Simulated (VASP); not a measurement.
Here is a VASP 6.6.1 calculation.

INCAR

```
ALGO = Fast
EDIFF = 1E-7
ENCUT = 520
GGA = PE
ISIF = 2
ISMEAR = 0
LASPH = T
LCHARG = F
LREAL = F
LWAVE = F
NBANDS = 52
NELM = 100
PREC = Accurate
SIGMA = 0.1
```

File KPOINTS:

```
k-points
0
Gamma
  3 3 3
```

File POSCAR:

```
ScPd
1.0
    5.3476090000     -0.3242700000      0.3187430000
    0.3390860000      5.1539810000     -0.2924260000
    0.4288490000     -0.1284030000      5.1874620000
Pd Sc
4 4
Direct
    0.7143915387      0.0492253744      0.3691806277
    0.6607107501      0.6838698080      0.0427040017
    0.4334114595      0.7065294652      0.6536070465
    0.4374813440      0.3748881831      0.2683776644
    0.5937470417      0.1416195200      0.8409691515
   -0.0068300999      0.3649996229      0.0966014645
    0.9084480174      0.5979182255      0.5574771224
    0.1122315325      0.0887413389      0.5778903555
```

Potentials or basis: VASP PAW PBE potentials, release 64 (Pd, Sc_sv).

Run with:

```sh
$ cat potpaw_PBE.64/Pd/POTCAR potpaw_PBE.64/Sc_sv/POTCAR > POTCAR
$ mpirun -np 1 vasp_std > vasp.out
```

Question: What does it give for the pressure?

Answer: 24.9 GPa.

Question: What does it give for the largest force?

Answer: 4.768 eV/Å.

Stress tensor (GPa, compression positive):
```
19.64  0.89  0.32
 0.89 27.75  1.61
 0.32  1.61 27.38
```

Caveat: the k mesh is coarse (spacing up to 0.41 Å⁻¹), so the values aren't converged; so large a pressure means that the cell lies far from this level's equilibrium, or that cutoff or potentials fall short.
